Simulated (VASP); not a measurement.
Data:

```
Na
1.0
   -2.17260     2.17260     2.17260
    2.17260    -2.17260     2.17260
    2.17260     2.17260    -2.17260
Na
1
Cartesian
  0.00000   0.00000   0.00000
```

These are PBE GGA, VASP's PBE PAW potentials (set 64) (plane waves; VASP) values and carry that method's errors. Settings: 400 eV cut-off, 11×11×11 Γ-centred mesh, first-order Methfessel-Paxton smearing of 0.10 eV, potentials Na_pv.

Problem. What does the run give for the energy per atom (σ→0), band gap (on the k-mesh) with the smallest direct gap where there is one?

Solution. 
| Property | Result |
|---|---|
| band gap (on the k-mesh) | none (metal, semimetal or under 0.01 eV) |
| energy per atom (σ→0) | -1.304 eV/atom |

The compound is Na in the bcc structure. The cell was not relaxed at this level.
